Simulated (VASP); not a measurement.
An input for Quantum ESPRESSO's pw.x (written as the equivalent of a VASP run, and not itself run):

```
&CONTROL
  calculation = 'scf'
  pseudo_dir = './pseudo'
  outdir = './out'
  tprnfor = .true.
  tstress = .true.
/
&SYSTEM
  ibrav = 0
  nat = 2
  ntyp = 2
  ecutwfc = 80
  occupations = 'tetrahedra'
  input_dft = 'pz'
/
&ELECTRONS
  conv_thr = 7.3e-09
  electron_maxstep = 100
/
ATOMIC_SPECIES
  In 114.818 In.upf
  As 74.922 As.upf
CELL_PARAMETERS angstrom
     0.0000000    2.8023048    2.8023048
     2.8023048    0.0000000    2.8023048
     2.8023048    2.8023048   -0.0000000
ATOMIC_POSITIONS crystal
  In   0.5000000  0.5000000  0.5000000
  As   0.0000000  0.0000000  0.0000000
K_POINTS automatic
  13 13 13 0 0 0
```

Problem. Translate this input to VASP (INCAR, KPOINTS, POSCAR, choice of POTCAR).

Solution. This is not unique; one that fits is 
POSCAR:
```
InAs
1
    0.0000000000     2.8023047774     2.8023047774
    2.8023047774     0.0000000000     2.8023047774
    2.8023047774     2.8023047774    -0.0000000000
In As
1 1
Direct
  0.5000000000   0.5000000000   0.5000000000
  0.0000000000   0.0000000000   0.0000000000
```

**KPOINTS**
```
Regular mesh
0
Gamma
13 13 13
0 0 0
```

INCAR:
```
# general
SYSTEM  = InAs
PREC    = Accurate
ENCUT   = 400
LREAL   = .False.
LASPH   = .True.

# electronic loop
EDIFF   = 1E-7
NELM    = 100
ALGO    = Normal
LMAXMIX = 4

# smearing
ISMEAR  = -5

# ions
ISIF    = 2

# output
LWAVE   = .False.
LCHARG  = .True.
LORBIT  = 11
NEDOS   = 601
```

POTCAR, in this order: In_d As (LDA.64 set). Program: vasp_std.

What does not carry over: the potentials are each code's own (VASP's PAW set, PseudoDojo norm-conserving files in pw.x), so ENCUT and ecutwfc are chosen apart and not converted; conv_thr bounds pw.x's estimated SCF error, while EDIFF bounds the energy change between steps.

The structure comes from a computed database's InAs entry (Fm-3m); how it stands against other phases isn't given here. It was relaxed first, which changed the volume by -8 %.
